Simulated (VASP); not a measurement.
Set up this calculation in VASP 6.6.1, as the native input.

- Task: band structure
- Functional: PBE
- Potentials or basis: VASP PAW PBE potentials, release 64 (Bi_d_GW)
- Cutoff: 450 eV
- k mesh: 8 × 8 × 8
- Occupations: gaussian, width 0.02 eV
- Spin: no spin polarisation
- Further INCAR settings: ALGO = Normal; EDIFF = 1e-06

The structure of Bi lies in POSCAR:

```
Bi
1.0
    2.2675000000      1.3091417354      3.9380000000
   -2.2675000000      1.3091417354      3.9380000000
    0.0000000000     -2.6182834708      3.9380000000
Bi
2
Direct
    0.7660000000      0.7660000000      0.7660000000
    0.2340000000      0.2340000000      0.2340000000
```

These files were run (other wordings do the same):

INCAR

```
SYSTEM = Bi
ALGO     = Normal         ! electronic algorithm
EDIFF    = 1E-6           ! SCF threshold, eV
ENCUT    = 450            ! plane-wave cutoff, eV
GGA      = PE             ! functional
ISIF     = 2              ! what is computed and relaxed
ISMEAR   = 0              ! smearing method
LASPH    = .TRUE.         ! aspherical terms in the spheres
LCHARG   = .FALSE.        ! write CHGCAR
LREAL    = .FALSE.        ! projectors in reciprocal space
LWAVE    = .FALSE.        ! write WAVECAR
NELM     = 80             ! most SCF steps
PREC     = Accurate       ! precision mode
SIGMA    = 0.02           ! smearing width, eV
```

KPOINTS

```
k-points
0
G
  8 8 8
  0 0 0
```

KPOINTS_OPT

```
path GLB1,BZGX,QFP1Z,LP
10
line-mode
reciprocal
 0.0000000000  0.0000000000  0.0000000000  G
 0.5000000000  0.0000000000  0.0000000000  L

 0.5000000000  0.0000000000  0.0000000000  L
 0.5000000000  0.2403434496 -0.2403434496  B1

 0.7596565504  0.5000000000  0.2403434496  B
 0.5000000000  0.5000000000  0.5000000000  Z

 0.5000000000  0.5000000000  0.5000000000  Z
 0.0000000000  0.0000000000  0.0000000000  G

 0.0000000000  0.0000000000  0.0000000000  G
 0.3701717248  0.0000000000 -0.3701717248  X

 0.6298282752  0.3701717248  0.0000000000  Q
 0.5000000000  0.5000000000  0.0000000000  F

 0.5000000000  0.5000000000  0.0000000000  F
 0.6298282752  0.6298282752  0.2403434496  P1

 0.6298282752  0.6298282752  0.2403434496  P1
 0.5000000000  0.5000000000  0.5000000000  Z

 0.5000000000  0.0000000000  0.0000000000  L
 0.7596565504  0.3701717248  0.3701717248  P
```

Potentials or basis: VASP PAW PBE potentials, release 64 (Bi_d_GW).

Run with:

```console
$ cat potpaw_PBE.64/Bi_d_GW/POTCAR > POTCAR
$ mpirun -np 1 vasp_std > vasp.out
```

Results of the run:

```
Pressure                : 1.8 GPa
Largest force           : 0.180 eV/Å
Band gap along the path : none (metal or under the smearing width)
```

Caveat: spin-orbit coupling is left out, which moves the levels of the heavy elements.

It took 69 s on 1 thread of Intel(R) Xeon(R) 6975P-C (Granite Rapids), with other jobs on the host, peak memory 0.27 GiB.
